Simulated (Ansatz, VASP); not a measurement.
# AlNi in two plane-wave programs

Aim: how closely do two programs agree when they are given the same cell, functional and k mesh? The structure shown is the end of the Ansatz relaxation below.

Program: Ansatz 0.2.0. Level of theory: plane waves, with VASP 6.6.1 beside it; single point at LDA. Results are calculated unless marked as measured.

### 1. Set-up

The structure is tetragonal, space group P4/mmm (No. 123). Conventional cell: a = 2.877 Å, b = 2.877 Å, c = 2.719 Å, α = 90.00°, β = 90.00°, γ = 90.00°. Nearest to Al lie 8 Ni at 2.45 Å and 2 Al at 2.72 Å. Nearest to Ni lie 8 Al at 2.45 Å and 2 Ni at 2.72 Å. Farther neighbours are not listed.

As a file:

```cif
data_structure
_symmetry_space_group_name_H-M 'P4/mmm'
_symmetry_Int_Tables_number 123
_cell_length_a 2.8771
_cell_length_b 2.8771
_cell_length_c 2.7186
_cell_angle_alpha 90.000
_cell_angle_beta 90.000
_cell_angle_gamma 90.000
_cell_volume 22.50
loop_
_atom_site_label
_atom_site_type_symbol
_atom_site_symmetry_multiplicity
_atom_site_Wyckoff_symbol
_atom_site_fract_x
_atom_site_fract_y
_atom_site_fract_z
_atom_site_occupancy
Al1 Al 1 a 0.00000 0.00000 0.00000 1
Ni1 Ni 1 d 0.50000 0.50000 0.50000 1
```

### 2. Ansatz: relaxation, LDA

Ansatz runs on its PAW soft_1 files.

This run makes the geometry at which the two programs are then compared.

input.yaml

```yaml
crystal:
  lattice:
    - [2.8651441087, 0.0, 0.0]
    - [0.0, 2.8651441087, 0.0]
    - [0.0, 0.0, 2.718639952]
  atoms:
    - { symbol: Al, position: [0.0, 0.0, 0.0] }
    - { symbol: Ni, position: [0.5, 0.5, 0.5] }
kpoints:
  mp_grid: { grid: [16, 16, 16] }
hamiltonian:
  xc: lda
  pseudopotentials: { kind: paw, azcp: { folder: soft_1 }, xc_functional: pbe }
scf:
  occupations: { method: methfessel_paxton, width: 0.2 }
output:
  forces: true
  stress: true
  eigenvalues: true
relax:
  adjacent_minimum: "off"
  f_tol: 0.001
  max_steps: 60
  cell: { stress_tol: 0.01, fix: [c, angles] }
```

Run with:

```sh
$ ansatz run input.yaml --threads 4 --pin off --max-ram 10240MiB --backend cpu --events-out ev --progress --plain --runs-dir out
```

Numbers of over 12 decimals in the logs are rounded to 6 here.

Log:

```text
Engine: ansatz 0.2.0, x86_64-unknown-linux-gnu
Pseudopotentials: kind: paw
Pseudopotential: Al, paw, valence charge 3, recommended cutoff 420 eV (normal), soft_1/Al.paw.azcp
Pseudopotential: Ni, paw, valence charge 18, recommended cutoff 420 eV (normal), soft_1/Ni.paw.azcp
Functional definition: SPW92
  exchange = slater_x
  correlation = pw_c
Crystal: 2 atoms, lattice volume = 22.317 Å³
Basis set: ecut = 420 eV, 445 PW (Γ)
Bands: 15, of which v1, the nominal top of the filled ones, is band 11 counted from 1 (10 counted from 0)
Symmetry: 16 space group operations
Space group: P4/mmm (ITA 123), of the structure as read, at distance tolerance 2.8e-5 Å
k-points: 405 of 4096
Non-local potential: Al, projectors of the file, l = 0: 2, l = 1: 2, l = 2: 1
Non-local potential: Ni, projectors of the file, l = 0: 3, l = 1: 2, l = 2: 3, l = 3: 1
PAW form: soft (Blöchl's): semilocal exchange-correlation on the pseudo side does not see the compensation charge
PAW frozen core: Al, regenerated for the run's functional, and the local potential with it (the file was generated under x = pbe(κ = 0.804, μ = 0.219515), c = pbe(β = 0.066725))
PAW frozen core: Ni, regenerated for the run's functional, and the local potential with it (the file was generated under x = pbe(κ = 0.804, μ = 0.219515), c = pbe(β = 0.066725))
PAW one-centre angular grid: Al, 110 points (default); XC on 64 Gauss nodes
PAW one-centre angular grid: Ni, 590 points (default); XC on 64 Gauss nodes
Initial density: superposition of atomic densities (chi_scale 0.1, normalization cell, long waves kept (reshape's long-wave potential 0.00 eV rms))
Initial wavefunctions: pseudopotential atomic-orbital guess
Functional: x = slater, c = lda
SCF iter   1: F=—  HF=-6288.025611 eV  |F-HF|=—  |Δ(HF+E_count)|=         —  Δρ=6.88e-2  dr2=1.16e0  ethr=3.10e-3  ⟨swp⟩=4.1  Hψ=26959  notcnv=0
preconditioner: auto → none  [metal: Δε(μ)=0.011 eV  Ē_g=10.635 eV  σ=0.200 eV  W_gap=0.05  n_scr=6 (ndim 8)  ℏωp=28.3 eV  f_vac=0.000  D(μ)=0.75/eV (n_scr^D=6)  sad-step TF]
SCF iter   2: F=—  HF=-6287.858774 eV  |F-HF|=—  |Δ(HF+E_count)|=   1.67e-1  S|Δr|=    0.00e0  Δρ=5.57e-2  dr2=7.71e-1  ethr=3.10e-3  ⟨swp⟩=2.0  Hψ=10790  notcnv=0  defer=89
SCF iter   3: F=—  HF=-6287.665307 eV  |F-HF|=—  |Δ(HF+E_count)|=   1.93e-1  S|Δr|=    0.00e0  Δρ=1.36e-2  dr2=4.53e-2  ethr=3.10e-3  ⟨swp⟩=2.0  Hψ=7756  notcnv=0  defer=89
SCF iter   4: F=—  HF=-6287.656034 eV  |F-HF|=—  |Δ(HF+E_count)|=   9.27e-3  S|Δr|=    0.00e0  Δρ=3.16e-3  dr2=1.17e-3  ethr=2.16e-4  ⟨swp⟩=1.1  Hψ=9174  notcnv=0  defer=89
SCF iter   5: F=—  HF=-6287.656169 eV  |F-HF|=—  |Δ(HF+E_count)|=   1.35e-4  S|Δr|=    0.00e0  Δρ=1.77e-3  dr2=3.35e-4  ethr=5.58e-6  ⟨swp⟩=2.2  Hψ=8486  notcnv=0  defer=89
SCF iter   6: F=—  HF=-6287.656078 eV  |F-HF|=—  |Δ(HF+E_count)|=   9.16e-5  S|Δr|=    0.00e0  Δρ=3.16e-4  dr2=1.19e-5  ethr=1.60e-6  ⟨swp⟩=2.3  Hψ=8644  notcnv=0  defer=89
SCF iter   7: F=—  HF=-6287.656090 eV  |F-HF|=—  |Δ(HF+E_count)|=   1.24e-5  S|Δr|=    0.00e0  Δρ=2.70e-5  dr2=9.33e-8  ethr=4.76e-10  ⟨swp⟩=5.4  Hψ=30944  notcnv=0
SCF iter   8: F=-6287.656090 eV  HF=-6287.656090 eV  |F-HF|=1.57e-10  |Δ(HF+E_count)|=   1.61e-8  S|Δr|=    0.00e0  Δρ=1.29e-6  dr2=1.73e-10  ethr=4.44e-10  ⟨swp⟩=3.0  Hψ=21609  notcnv=0
SCF 1 converged in 8 iterations: F = -6287.656090 eV  dr2 = 1.73e-10
  greatest PAW one-centre occupation: 1.001 electrons in one spin orbital (limit 2), on the Ni atom at site 1 (counted from 0), in its partial waves of l = 1
relax step   1: F+E_penalty+E_count = -6287.65608986 eV  Δ(F+E_penalty+E_count) = +0.000e0 eV  max|allowed force component| = 1.148e-28 eV/Å  Δτ_max = 0.0000 Å  P = +3.601 GPa  Ω = 22.317 Å³  fix = [c, alpha, beta, gamma]  reactions: c +7.377 GPa  (8 SCF iters, dr2 threshold 1.00e-7 eV, accepted)
[...]
relax step   2: F+E_penalty+E_count = -6287.65680735 eV  Δ(F+E_penalty+E_count) = -7.175e-4 eV  max|allowed force component| = 1.972e-31 eV/Å  Δτ_max = 0.0000 Å  P = +2.777 GPa  Ω = 22.412 Å³  energy of the carried Pulay correction = -3.096e-5 eV  fix = [c, alpha, beta, gamma]  reactions: c +6.652 GPa  (4 SCF iters, dr2 threshold 2.00e-7 eV, accepted)
[...]
relax step   3: F+E_penalty+E_count = -6287.65701859 eV  Δ(F+E_penalty+E_count) = -2.112e-4 eV  max|allowed force component| = 3.008e-30 eV/Å  Δτ_max = 0.0000 Å  P = +2.001 GPa  Ω = 22.502 Å³  energy of the carried Pulay correction = -6.074e-5 eV  fix = [c, alpha, beta, gamma]  reactions: c +5.971 GPa  (3 SCF iters, dr2 threshold 2.00e-7 eV, accepted)
[...]
relax step   4: F+E_penalty+E_count = -6287.65701813 eV  Δ(F+E_penalty+E_count) = +4.560e-7 eV  max|allowed force component| = 2.465e-29 eV/Å  Δτ_max = 0.0000 Å  P = +1.984 GPa  Ω = 22.504 Å³  energy of the carried Pulay correction = -6.131e-5 eV  fix = [c, alpha, beta, gamma]  reactions: c +5.956 GPa  (4 SCF iters, dr2 threshold 6.21e-10 eV, accepted)
[...]
relax step   5: F+E_penalty+E_count = -6287.65708001 eV  Δ(F+E_penalty+E_count) = -6.188e-5 eV  max|allowed force component| = 5.916e-31 eV/Å  Δτ_max = 0.0000 Å  P = +1.991 GPa  Ω = 22.504 Å³  fix = [c, alpha, beta, gamma]  reactions: c +5.959 GPa  stress off target by 6.84e-3 GPa on what of the cell is left free  SCF on the basis re-selected at this cell (its energy is not comparable with the rows above)  (5 SCF iters)
basis re-selected at this cell: Δ(F+E_penalty+E_count) = -6.188e-5 eV, ΔP = +0.007 GPa vs the last step (what re-selecting the basis moved, of the pressure what is left beyond the Pulay correction that the steps carried, after the strain that the cell walked since its last selection, with what the two solves' SCF thresholds leave and, on support functions, any second-order correction that the steps lacked; it is no m [...]
SCF converged after 5 iterations
Stability not checked: this state was not tested for a lower state beside it, because cold or Methfessel-Paxton smearing, or corrected tetrahedra, fill the levels in a way that the test cannot read (fill_not_monotonic; see scf.lower_state_search)
Free energy (F): -6287.657080 eV
Harris-Foulkes:  -6287.657080 eV  (|F-HF|=1.82e-12)
Internal energy: -6287.656822 eV  (E = F + TS)
E sigma→0 (E₀):  -6287.657016 eV
Entropy (-TS):   -0.000258 eV (-0.129 meV/atom)
Fermi energy:    14.600573 eV
--- Per-component energies (eV) ---
  E_band       = -323.431016
  E_kinetic    = 371.323519
  E_local      = -3670.505991  (includes V_loc(G=0)·N_el)
  E_nonlocal   = -101.767612
  E_hartree    = 1931.492343
  E_xc         = -152.610908
  E_vxc        = -178.918269  (∫ρ·V_xc dr)
  E_paw        = -2037.608090  (= ΣΔE_a)
  E_vpaw       = -606.548134  (= ΣTr[D̂ρ^β])
  E_aug_tail   = 0.000798  (compensation charges beyond the density's cutoff)
  E_ewald      = -2628.470720
  E_core_change = 0.489838  (= ΣΔE_core)
  E_smearing   = -0.000258  (= −TS)
  E_closure    = 0.000000  (closes the sum)
  Σ components = -6287.657080   (vs F -6287.657080, Δ=0.00e0)
--- Forces (eV/Å), atoms counted from 1 ---
  atom   1  Al     0.00000000     0.00000000     0.00000000
  atom   2  Ni     0.00000000     0.00000000     0.00000000
  max |Σ_I F_I| component: 1.18e-30 eV/Å
--- Stress (GPa, compression-positive) ---
        0.006837       0.000000       0.000000
        0.000000       0.006837       0.000000
        0.000000       0.000000       5.959270
  P = ⅓ Tr σ = 1.9910 GPa (19.910 kbar)
--- Band table (eV; the first three rows and the last of 405) ---
  k-point 0: bands = [... 7 lower, 12.7908, 12.9788, 12.9788, 19.6118, 19.6118, 21.7657, 22.7397, 23.0366]
  k-point 1: bands = [... 7 lower, 12.7961, 12.9343, 12.9343, 19.7216, 19.7216, 20.6492, 22.7467, 23.9329]
  k-point 2: bands = [... 7 lower, 12.8110, 12.8125, 12.8125, 19.0372, 20.0399, 20.0399, 22.7673, 24.9334]
  k-point 404: bands = [... 7 lower, 13.4511, 13.5899, 16.5063, 16.5063, 16.6253, 18.7461, 18.9435, 19.5764]
--- Relaxed structure (4 steps of the walk, 4 accepted, 1 SCFs on fresh bases) ---
  F+E_penalty+E_count = -6287.65708001 eV   max|allowed force component| = 5.916e-31 eV/Å   (the final SCF, on the basis selected at the relaxed cell)
  cell:  # Å, volume = 22.5041 Å³
    - [2.877101, 0, 0]
    - [0, 2.877101, 0]
    - [0, 0, 2.718639952]
  atoms:
    - { symbol: Al, position: [0, 0, 0] }
    - { symbol: Ni, position: [0.500000, 0.500000, 0.5] }
```

### 3. VASP: single point, LDA, pair 1

The same cell, functional (in two slightly different forms), mesh and smearing now go to VASP, with its own data sets.

Lines of VASP's logs that name or quote its potential files are left out, and so is its time.

INCAR

```
SYSTEM = AlNi
PREC = Accurate
ENCUT = 600
EDIFF = 1E-06
NELM = 120
ISMEAR = 1
SIGMA = 0.2
LREAL = .FALSE.
ALGO = Normal
GGA = PW92
NBANDS = 12
LASPH = .TRUE.
LORBIT = 11
LWAVE = .FALSE.
LCHARG = .FALSE.
ISIF = 2
GGA_COMPAT = .FALSE.
KPAR = 2
```

POSCAR

```
AlNi
1.0
    2.8771013490      0.0000000000      0.0000000000
    0.0000000000      2.8771013490      0.0000000000
    0.0000000000      0.0000000000      2.7186399520
Al Ni
1 1
Direct
    0.0000000000      0.0000000000      0.0000000000
    0.5000000000      0.5000000000      0.5000000000
```

KPOINTS

```
Automatic mesh
0
Gamma
16 16 16
0 0 0
```

The projector-augmented-wave data sets are Al and Ni (LDA family, release 64).

Run with:

```sh
$ mpirun -np 2 vasp_std
```

Log:

```text
[banner, memory and clock lines left out]
running    2 mpi-ranks, on    1 nodes
 distrk:  each k-point on    1 cores,    2 groups
 distr:  one band on    1 cores,    1 groups

 POSCAR found type information on POSCAR AlNi
 POSCAR found :  2 types and       2 ions
|                                                                             |
|               ----> ADVICE to this user running VASP <----                  |
|                                                                             |
|     You enforced a specific xc type in the INCAR file but a different       |
|     [... a line on the potential file left out ...]
|     I HOPE YOU KNOW WHAT YOU ARE DOING!                                     |
|                                                                             |

 LDA part: xc-table for (Slater(with rela. corr.)+PW92), standard interpolation
 POSCAR, INCAR and KPOINTS ok, starting setup
 FFT: planning ... GRIDC
 FFT: planning ... GRID_SOFT
 FFT: planning ... GRID
 WAVECAR not read
 entering main loop
       N       E                     dE             d eps       ncg     rms          rms(c)
DAV:   1     0.438663190788E+02    0.43866E+02   -0.62404E+03  9832   0.130E+03
DAV:   2    -0.117786283481E+02   -0.55645E+02   -0.51440E+02  9928   0.210E+02
DAV:   3    -0.136044769781E+02   -0.18258E+01   -0.18039E+01 11796   0.442E+01
DAV:   4    -0.136289527013E+02   -0.24476E-01   -0.24454E-01 10796   0.459E+00
DAV:   5    -0.136295623004E+02   -0.60960E-03   -0.60958E-03 11812   0.807E-01    0.122E+01
DAV:   6    -0.151624726050E+02   -0.15329E+01   -0.44546E+01 10812   0.110E+02    0.145E+01
DAV:   7    -0.122016140250E+02    0.29609E+01   -0.13556E+01 10928   0.661E+01    0.104E+00
DAV:   8    -0.121867125831E+02    0.14901E-01   -0.27082E-01 11784   0.597E+00    0.104E+00
DAV:   9    -0.121705730048E+02    0.16140E-01   -0.46496E-02 11796   0.325E+00    0.168E-01
DAV:  10    -0.121702274395E+02    0.34557E-03   -0.92167E-04 11860   0.439E-01    0.876E-02
DAV:  11    -0.121702250823E+02    0.23572E-05   -0.37075E-05 13324   0.749E-02    0.215E-02
DAV:  12    -0.121702244212E+02    0.66105E-06   -0.24824E-06  7784   0.255E-02
   1 F= -.12170224E+02 E0= -.12170087E+02  d E =-.412852E-03
```

From OUTCAR (step 3):

```text
ion  position               nearest neighbor table
   1  0.000  0.000  0.000-   2 2.45   2 2.45   2 2.45   2 2.45   2 2.45   2 2.45   2 2.45   2 2.45

  LATTYP: Found a simple tetragonal cell.
 ALAT       =     2.8771013490
 C/A-ratio  =     0.9449232482

 Subroutine GETGRP returns: Found 16 space group operations
 (whereof 16 operations were pure point group operations)

The static configuration has the point symmetry D_4h.

 Found    405 irreducible k-points:

   k-points           NKPTS =    405   k-points in BZ     NKDIM =    405   number of bands    NBANDS=     12

   dimension x,y,z NGX =    24 NGY =   24 NGZ =   24
   dimension x,y,z NGXF=    48 NGYF=   48 NGZF=   48

   ENCUT  =  600.0 eV  44.10 Ry    6.64 a.u.   5.75  5.75  5.43*2*pi/ulx,y,z

   NELECT =      13.0000    total number of electrons

 k-points in reciprocal lattice and weights: Automatic mesh
   0.00000000  0.00000000  0.00000000       0.000
   0.06250000  0.00000000  0.00000000       0.001
   0.12500000  0.00000000  0.00000000       0.001
   0.18750000  0.00000000  0.00000000       0.001
   0.25000000  0.00000000  0.00000000       0.001
   0.31250000  0.00000000  0.00000000       0.001
   0.37500000  0.00000000  0.00000000       0.001
   0.43750000  0.00000000  0.00000000       0.001
   0.50000000  0.00000000  0.00000000       0.000
[...]
0.50000000  0.43750000  0.50000000       0.001
   0.50000000  0.50000000  0.50000000       0.000

 average (electrostatic) potential at core
       1 -67.5031       2 -80.8506

 E-fermi :  10.5867

 k-point     1 :       0.0000    0.0000    0.0000
  band No.  band energies     occupation
    ...
      2       7.0051      2.00000
      3       7.0346      2.00000
      4       8.7634      2.00000
      5       8.9513      2.00000
      6       8.9513      2.00000
      7      15.6194      0.00000
      8      15.6194      0.00000
      9      17.7728      0.00000
     10      18.7652      0.00000
     11      19.0732      0.00000
    ...

 k-point     2 :       0.0625    0.0000    0.0000
  band No.  band energies     occupation
    ...
      2       7.0009      2.00000
      3       7.0468      2.00000
      4       8.7286      2.00000
      5       8.9256      2.00000
      6       8.9544      2.00000
      7      14.9094      0.00000
      8      15.7190      0.00000
      9      17.8627      0.00000
     10      18.9397      0.00000
     11      19.6005      0.00000
    ...

 k-point     3 :       0.1250    0.0000    0.0000
  band No.  band energies     occupation
    ...
      2       6.9633      2.00000
      3       7.0921      2.00000
      4       8.6325      2.00000
      5       8.8538      2.00000
      6       8.9632      2.00000
      7      13.5941     -0.00000
      8      16.0094      0.00000
      9      18.1272      0.00000
     10      18.9569      0.00000
     11      20.8418      0.00000
    ...

  Total        0.0416822      0.0416822      0.8949938      0.0000000      0.0000000      0.0000000
  in kB        2.9675598      2.9675598     63.7189500      0.0000000      0.0000000      0.0000000
  external PRESSURE =      23.2180232 kB  Pullay stress =       0.0000000 kB

  energy-cutoff  :      600.00
  volume of cell :       22.50
      direct lattice vectors                 reciprocal lattice vectors
     2.877101349  0.000000000  0.000000000     0.347572045  0.000000000  0.000000000
     0.000000000  2.877101349  0.000000000     0.000000000  0.347572045  0.000000000
     0.000000000  0.000000000  2.718639952     0.000000000  0.000000000  0.367830981

 POSITION                                       TOTAL-FORCE (eV/Angst)
 -----------------------------------------------------------------------------------
      0.00000      0.00000      0.00000         0.000000      0.000000      0.000000
      1.43855      1.43855      1.35932         0.000000      0.000000      0.000000
 -----------------------------------------------------------------------------------
    total drift:                                0.000000     -0.000000     -0.000000

  FREE ENERGIE OF THE ION-ELECTRON SYSTEM (eV)
  ---------------------------------------------------
  free  energy   TOTEN  =       -12.1702244212 eV

  energy  without entropy=      -12.1698115697  energy(sigma->0) =      -12.17008680

 total charge
# of ion       s       p       d       tot
------------------------------------------
    1        0.396   0.446   0.000   0.842
    2        0.508   0.571   8.525   9.603
--------------------------------------------------
tot          0.903   1.017   8.525  10.445

[... 3 further parts left out ...]
```

The run ends at a pressure of 2.32 GPa.

### 4. Side by side

Known differences besides the potentials themselves: the data sets hold 21 valence electrons in Ansatz (on its PAW soft_1 files) and 13 in VASP; the cutoff is 420 eV in Ansatz and 600 eV in VASP; VASP's log shows a relativistic correction to its local exchange, Ansatz's none; Ansatz's pressure holds a Pulay correction, VASP's none. Total energies have different zeros and are not compared.

The two programs side by side:

```
      quantity  Ansatz  VASP  difference
pressure (GPa)    1.99  2.32       -0.33
```

### 5. Ansatz: relaxation, LDA

This run makes the geometry at which the two programs are then compared. The cell compared in this pair holds 22.77 Å³, against 22.50 Å³ for the pair before.

The structure compared here is the end of the Ansatz relaxation.

Changes to input.yaml since step 2:

```diff
@@ -2,5 +2,5 @@
   lattice:
-    - [2.8651441087, 0.0, 0.0]
-    - [0.0, 2.8651441087, 0.0]
-    - [0.0, 0.0, 2.718639952]
+    - [2.8319166168, 0.0, 0.0]
+    - [0.0, 2.8319166168, 0.0]
+    - [0.0, 0.0, 2.860235783]
   atoms:
```

Run with:

```sh
$ ansatz run input.yaml --threads 4 --pin off --max-ram 10240MiB --backend cpu --events-out ev --progress --plain --runs-dir out
```

Log:

```text
[...]
Crystal: 2 atoms, lattice volume = 22.938 Å³
Basis set: ecut = 420 eV, 461 PW (Γ)
Bands: 15, of which v1, the nominal top of the filled ones, is band 11 counted from 1 (10 counted from 0)
Symmetry: 16 space group operations
[...]
k-points: 405 of 4096
[...]
k-point 404: bands = [... 7 lower, 13.3147, 13.3546, 16.3129, 16.3441, 16.3441, 18.4147, 19.0561, 19.0561]
--- Relaxed structure (4 steps of the walk, 4 accepted, 1 SCFs on fresh bases) ---
[...]
cell:  # Å, volume = 22.7677 Å³
    - [2.821360, 0, 0.0]
    - [0, 2.821360, 0.0]
    - [0.0, 0.0, 2.860235783]
  atoms:
    - { symbol: Al, position: [0, 0, 0.0] }
    - { symbol: Ni, position: [0.5, 0.5, 0.5] }
[key lines of the parts left out:]
SCF converged after 4 iterations
Free energy (F): -6287.673578 eV
Fermi energy:    14.383658 eV
P = ⅓ Tr σ = -0.4382 GPa (-4.382 kbar)
```

(Continued in part 2 of 2.)

[Lines on the potential files, build, host, timing and source positions are cut from VASP's logs without a mark.]

[Logs are printed without paths, hosts, clocks, repeated set-up lines and the standing remarks that a program may print on its own settings, such as how far it seeks lower states.]

[Hosts, paths, dates, database ids (printed as entryN), source tags and the programs' standing remarks are cut or masked in the printed files.]
